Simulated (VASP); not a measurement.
Input for VASP

**KPOINTS**
```
kpoints
0
Gamma
 18 18 18
```

### POSCAR
```
Rh
3.8540850
  0.0000000000   0.4999999894   0.4999999894
  0.4999999894   0.0000000000   0.4999999894
  0.4999999894   0.4999999894   0.0000000000
Rh
1
Cartesian
  0.0000000000   0.0000000000   0.0000000000
```

INCAR:
```
SYSTEM  =  Rh
PREC  =  Accurate; ENCUT  =  520; LREAL  =  F
LASPH  =  T
EDIFF  =  1E-7; NELM  =  100; ALGO  =  Normal
LMAXMIX  =  4
ISMEAR  =  -5
GGA  =  RP
ISIF  =  2
LWAVE  =  F; LCHARG  =  T; LORBIT  =  11
NEDOS  =  601
```

POTCAR, in this order: Rh_pv (PBE.64 set). Program: vasp_std.

Task: Write an equivalent input for Quantum ESPRESSO's pw.x.

Result: One equivalent input (not run):
```
&CONTROL
  calculation = 'scf'
  pseudo_dir = './pseudo'
  outdir = './out'
  tprnfor = .true.
  tstress = .true.
/
&SYSTEM
  ibrav = 0
  nat = 1
  ntyp = 1
  ecutwfc = 88
  occupations = 'tetrahedra'
  input_dft = 'rpbe'
/
&ELECTRONS
  conv_thr = 7.3e-09
  electron_maxstep = 100
/
ATOMIC_SPECIES
  Rh 102.906 Rh.upf
CELL_PARAMETERS angstrom
     0.0000000    1.9270425    1.9270425
     1.9270425    0.0000000    1.9270425
     1.9270425    1.9270425    0.0000000
ATOMIC_POSITIONS crystal
  Rh   0.0000000  0.0000000  0.0000000
K_POINTS automatic
  18 18 18 0 0 0
```
What does not carry over: the potentials are each code's own (VASP's PAW set, PseudoDojo norm-conserving files in pw.x), so ENCUT and ecutwfc are chosen apart and not converted; conv_thr bounds pw.x's estimated SCF error, while EDIFF bounds the energy change between steps.

The compound is Rh in the fcc structure. It was relaxed first.
